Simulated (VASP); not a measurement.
# CsPbI2Br (P4/mmm) in VASP: single point with LDA

Aim: the single point of CsPbI2Br with LDA.

All numbers are computed with VASP 6.6.1; they aren't measurements. Logs are shortened: lines on timing, memory, paths and dates and some standing lists are left out, and cuts for length are marked.

## Step 1: The crystal as given

Symmetry: P4/mmm, No. 123, tetragonal system. The conventional cell has a = 6.375 Å, b = 6.375 Å, c = 5.962 Å, α = 90.00°, β = 90.00°, γ = 90.00°. Around Cs (site symmetry 4/mmm) lie 8 I at 4.36 Å. Pb (site symmetry 4/mmm) is surrounded by 2 Br at 2.98 Å and 4 I at 3.19 Å. I (site symmetry mmm) is surrounded by 2 Pb at 3.19 Å. Br (site symmetry 4/mmm) has 2 Pb at 2.98 Å as nearest neighbours.

The cell comes from a database or a generator and needn't be the stable form of this composition.

## Step 2: Single point, LDA

File INCAR:

```
SYSTEM = CsPbI2Br
PREC = Accurate ; ENCUT = 520
EDIFF = 1E-6 ; ISMEAR = 0
SIGMA = 0.05 ; LREAL = .FALSE.
LASPH = .TRUE. ; NELM = 100
ALGO = Fast ; ISIF = 2
LWAVE = .FALSE. ; LCHARG = .FALSE.
GGA = CA ; NBANDS = 30
```

File KPOINTS:

```
regular mesh
0
G
  4 4 6
  0 0 0
```

File POSCAR:

```
CsPbI2Br
1.0
    6.3752960000      0.0000000000      0.0000000000
    0.0000000000      6.3752960000      0.0000000000
    0.0000000000      0.0000000000      5.9622200000
Cs Pb I Br
1 1 2 1
Direct
    0.5000000000      0.5000000000      0.5000000000
    0.0000000000      0.0000000000      0.0000000000
    0.0000000000      0.5000000000      0.0000000000
    0.5000000000      0.0000000000      0.0000000000
    0.0000000000      0.0000000000      0.5000000000
```

Potentials or basis: VASP PAW LDA potentials, release 64 (Cs_sv, Pb_d, I, Br).

Run with:

```console
cat potpaw_LDA.64/Cs_sv/POTCAR potpaw_LDA.64/Pb_d/POTCAR potpaw_LDA.64/I/POTCAR potpaw_LDA.64/Br/POTCAR > POTCAR
mpirun -np 1 vasp_std > vasp.out
```

OUTCAR:

```text
SYSTEM = CsPbI2Br
   PREC = Accurate
   ENCUT = 520
   EDIFF = 1E-6
   ISMEAR = 0
   LREAL = .FALSE.
   LASPH = .TRUE.
   NELM = 100
   ISIF = 2
   GGA = CA

 ion  position               nearest neighbor table
   1  0.500  0.500  0.500-
   2  0.000  0.000  0.000-   5 2.98   5 2.98   3 3.19   4 3.19   3 3.19   4 3.19
   3  0.000  0.500  0.000-   2 3.19   2 3.19
   4  0.500  0.000  0.000-   2 3.19   2 3.19
   5  0.000  0.000  0.500-   2 2.98   2 2.98

  LATTYP: Found a simple tetragonal cell.
 ALAT       =     6.3752960000
 C/A-ratio  =     0.9352067731

  Lattice vectors:

 A1 = (   6.3752960000,   0.0000000000,   0.0000000000)
 A2 = (   0.0000000000,   6.3752960000,   0.0000000000)
 A3 = (   0.0000000000,   0.0000000000,   5.9622200000)

Analysis of symmetry for initial positions (statically):
=====================================================================
 Subroutine PRICEL returns:
 Original cell was already a primitive cell.

 Routine SETGRP: Setting up the symmetry group for a
 simple tetragonal supercell.

 Subroutine GETGRP returns: Found 16 space group operations
 (whereof 16 operations were pure point group operations)
 out of a pool of 16 trial point group operations.

The static configuration has the point symmetry D_4h.

Analysis of symmetry for dynamics (positions and initial velocities):
=====================================================================
 Subroutine PRICEL returns:
 Original cell was already a primitive cell.

 Routine SETGRP: Setting up the symmetry group for a
 simple tetragonal supercell.

 Subroutine GETGRP returns: Found 16 space group operations
 (whereof 16 operations were pure point group operations)
 out of a pool of 16 trial point group operations.

The dynamic configuration has the point symmetry D_4h.

 Subroutine INISYM returns: Found 16 space group operations
 (whereof 16 operations are pure point group operations),
 and found     1 'primitive' translations

----------------------------------------------------------------------------------------

                                     Primitive cell

  volume of cell :     242.3308

  direct lattice vectors                    reciprocal lattice vectors
     6.375296000  0.000000000  0.000000000     0.156855462  0.000000000  0.000000000
     0.000000000  6.375296000  0.000000000     0.000000000  0.156855462  0.000000000
     0.000000000  0.000000000  5.962220000     0.000000000  0.000000000  0.167722761

  length of vectors
[... 91 lines left out ...]
   IBRION =     -1    ionic relax: 0-MD 1-quasi-New 2-CG
   NFREE  =      0    steps in history (QN), initial steepest desc. (CG)
   ISIF   =      2    stress and relaxation
   ISYM   =      2    0-nonsym 1-usesym 2-fastsym
   POTIM  = 0.5000    time-step for ionic-motion
   TEBEG  =    0.0;   TEEND  =   0.0 temperature during run
   PSTRESS=    0.0 pullay stress
   NELECT =      44.0000    total number of electrons
   NUPDOWN=      -1.0000    fix difference up-down
   EMIN   =  10.00;   EMAX   =-10.00  energy-range for DOS
   EFERMI =   0.00;   METHOD = LEGACY
   ISMEAR =     0;   SIGMA  =   0.05  broadening in eV -4-tet -1-fermi 0-gaus
   EFERMI_NEDOS =   21; number of points for ismear=-14 and -15
   IALGO  =     68    algorithm
   IMIX   =      4    mixing-type and parameters
     AMIX     =   0.40;   BMIX     =  1.00
     AMIX_MAG =   1.60;   BMIX_MAG =  1.00
  volume/ion in A,a.u.               =      48.47       327.07
  Fermi-wavevector in a.u.,A,eV,Ry     =   0.927021  1.751815 11.692406  0.859368
  Thomas-Fermi vector in A             =   2.053046
   LORBIT       =      0    0 simple, 1 ext, 2 COOP (PROOUT), +10 PAW based schemes
   GGA     = CA    functional components
   LHFCALC =     F    Hartree Fock is set to
   AEXX    =    0.0000 exact exchange contribution
   IVDW    =     0    specifies the selected vdW correction
   LEPSILON=     F    determine dielectric tensor
   LRPA    =     F    only Hartree local field effects (RPA)
 non-spin polarized calculation
 RMM-DIIS sequential band-by-band and
 Gauss-broadening in eV      SIGMA  =   0.05
  energy-cutoff  :      520.00
  volume of cell :      242.33
 maximum number of plane-waves:      6558
 NGX is ok and might be reduce to    48
   NGX = 23   NGY = 23   NGZ = 23

 number of electron      43.9999998 magnetization

 Free energy of the ion-electron system (eV)
  ---------------------------------------------------
  ext. energy  EPLUGINS =         0.00000000
  ---------------------------------------------------
  free energy    TOTEN  =       -16.46728706 eV

  energy without entropy =      -16.46728706  energy(sigma->0) =      -16.46728706

 E-fermi :   1.3201     XC(G=0):  -7.7028

 val. band max:        1.0322761895   @ k =   0.5000   0.5000   0.5000
 cond. band min:       2.3630384100   @ k =   0.5000   0.5000   0.5000
 fundamental gap:      1.3307622205
 Fermi energy:         1.3200955851

 k-point     1 :       0.0000    0.0000    0.0000
  band No.  band energies     occupation
      1     -20.2261      2.00000
      2     -15.6233      2.00000
      3     -15.6031      2.00000
      4     -15.5428      2.00000
      5     -15.5247      2.00000
      6     -15.5247      2.00000
[... 781 lines left out ...]
     29       6.0259      0.00000
     30       6.9444      0.00000

------------------------ aborting loop because EDIFF is reached ----------------------------------------

  FORCE on cell =-STRESS in cart. coord.  units (eV):
  Direction    XX          YY          ZZ          XY          YZ          ZX
  --------------------------------------------------------------------------------------
  -------------------------------------------------------------------------------------
  Total       -2.4616281     -2.4616281     -2.8684098      0.0000000      0.0000000      0.0000000
  in kB      -16.2751248    -16.2751248    -18.9645735      0.0000000      0.0000000      0.0000000
  external PRESSURE =     -17.1716077 kB  Pullay stress =       0.0000000 kB

 VOLUME and BASIS-vectors are now :
 -----------------------------------------------------------------------------
  energy-cutoff  :      520.00
  volume of cell :      242.33
      direct lattice vectors                 reciprocal lattice vectors
     6.375296000  0.000000000  0.000000000     0.156855462  0.000000000  0.000000000
     0.000000000  6.375296000  0.000000000     0.000000000  0.156855462  0.000000000
     0.000000000  0.000000000  5.962220000     0.000000000  0.000000000  0.167722761

 POSITION                                       TOTAL-FORCE (eV/Angst)
 -----------------------------------------------------------------------------------
      3.18765      3.18765      2.98111         0.000000      0.000000      0.000000
      0.00000      0.00000      0.00000         0.000000      0.000000      0.000000
      0.00000      3.18765      0.00000         0.000000      0.000000      0.000000
      3.18765      0.00000      0.00000         0.000000      0.000000      0.000000
      0.00000      0.00000      2.98111         0.000000      0.000000      0.000000
 -----------------------------------------------------------------------------------
    total drift:                                0.000000     -0.000000      0.000000

  FREE ENERGIE OF THE ION-ELECTRON SYSTEM (eV)
  ---------------------------------------------------
  free  energy   TOTEN  =       -16.4672870551 eV

  energy  without entropy=      -16.4672870551  energy(sigma->0) =      -16.46728706
```

Wall time 2.3 min (1 thread of Intel Xeon Platinum 8259CL at 2.50GHz (Skylake/Cascade Lake), shared host); peak memory 0.38 GiB.

Results:

| Property | Result |
| --- | --- |
| Free energy | -16.4673 eV |
| Pressure | -1.7 GPa |
| Band gap on the k mesh | 1.33 eV, direct |

Levels at points of the mesh, in eV from the valence-band top:
```csv
k point,band 18,band 19,band 20,band 21,band 22,band 23,band 24,band 25,band 26,band 27
"(0.00, 0.00, 0.00)",-1.55,-1.29,-1.27,-1.24,-1.24,2.84,3.82,4.23,4.47,4.66
"(0.50, 0.00, 0.00)",-1.53,-1.53,-1.44,-1.34,-0.92,2.14,4.17,4.71,4.81,5.02
"(0.50, 0.50, 0.00)",-1.52,-1.52,-1.40,-0.84,-0.50,1.79,1.79,4.66,5.10,5.28
"(0.00, 0.00, 0.50)",-1.82,-1.48,-1.33,-1.33,-1.17,2.41,4.63,4.64,5.07,5.08
"(0.50, 0.00, 0.50)",-1.67,-1.65,-1.62,-0.99,-0.49,1.77,2.00,4.71,4.89,5.12
"(0.50, 0.50, 0.50)",-1.38,-0.96,-0.96,-0.81,0.00,1.33,1.33,1.48,3.92,4.89
```

Caveat: spin-orbit coupling is left out, which as a rule narrows the gap of such compounds by several tenths of an eV.
